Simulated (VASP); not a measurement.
Given:

```xyz
2
Lattice="0.0000 1.9487 1.9487 1.9487 0.0000 1.9487 1.9487 1.9487 0.0000" Properties=species:S:1:pos:R:3 pbc="T T T"
Li     0.0000     0.0000     0.0000
H      1.9487     1.9487     1.9487
```

Calculation: revTPSS meta-GGA, VASP's PBE PAW potentials (set 64) (plane waves; VASP 6.6.1). Run with 520 eV cut-off, 11×11×11 Γ-centred mesh, Gaussian smearing of 0.050 eV, potentials Li_sv H.

Give the stress tensor in GPa (positive for a compressed cell).

```
1.30  0.00  0.00
0.00  1.30  0.00
0.00  0.00  1.30
```
The pressure is its mean diagonal, 1.30 GPa.

The compound is LiH in the rock salt structure. This cell is one point of a volume scan, at 0.97 of the reference volume.
